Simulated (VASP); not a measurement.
The system is CdSe.

```xyz
4
Lattice="4.3000 0.0000 0.0000 -2.1500 3.7239 0.0000 0.0000 0.0000 7.0200" Properties=species:S:1:pos:R:3 pbc="T T T"
Cd    0.0000    2.4826    0.0000
Cd    2.1500    1.2413    3.5100
Se    0.0000    2.4826    2.7027
Se    2.1500    1.2413    6.2127
```

- Program: VASP 6.6.1
- Task: relaxation of cell and atoms
- Functional: PBE
- Potentials or basis: VASP PAW PBE potentials, release 64 (Cd, Se)
- Cutoff: 520 eV
- k mesh: 9 × 9 × 6
- Occupations: gaussian, width 0.02 eV
- Spin: no spin polarisation

At the start: pressure 3.3 GPa; volume 28.10 Å³/atom.

Task: Where does the relaxation end?

Result: Over 13 steps the energy falls by 22.4 meV/atom and the volume is 29.92 Å³/atom (+6.5 %); space group P6_3mc (No. 186, to 0.05 Å).

Step by step:
| step | energy change (eV) | largest force (eV/Å) | pressure (GPa) | volume (Å³) |
| --- | --- | --- | --- | --- |
| 1 | 0.0000 | 0.2910 | 3.34 | 112.41 |
| 2 | -0.0785 | 0.0481 | -0.90 | 122.21 |
| 3 | -0.0853 | 0.0929 | -0.07 | 119.88 |
| 4 | -0.0853 | 0.0897 | -0.13 | 120.03 |
| 5 | -0.0867 | 0.0566 | -0.07 | 119.85 |
| 6 | -0.0875 | 0.0090 | 0.03 | 119.61 |
| 7 | -0.0887 | 0.0118 | 0.04 | 119.58 |
| 8 | -0.0892 | 0.0178 | 0.07 | 119.50 |
| 9 | -0.0894 | 0.0163 | 0.06 | 119.53 |
| 10 | -0.0895 | 0.0006 | -0.04 | 119.80 |
| 11 | -0.0895 | 0.0050 | -0.02 | 119.73 |
| 12 | -0.0895 | 0.0021 | 0.01 | 119.66 |
| 13 | -0.0895 | 0.0003 | 0.00 | 119.68 |

Final structure:
```
Cd Se
1.0
     4.39106    0.00000    0.00000
    -2.19553    3.80277    0.00000
     0.00000    0.00000    7.16738
Cd Se
2 2
Direct
  0.33333 0.66667 0.00462
  0.66667 0.33333 0.50462
  0.33333 0.66667 0.38038
  0.66667 0.33333 0.88038
```
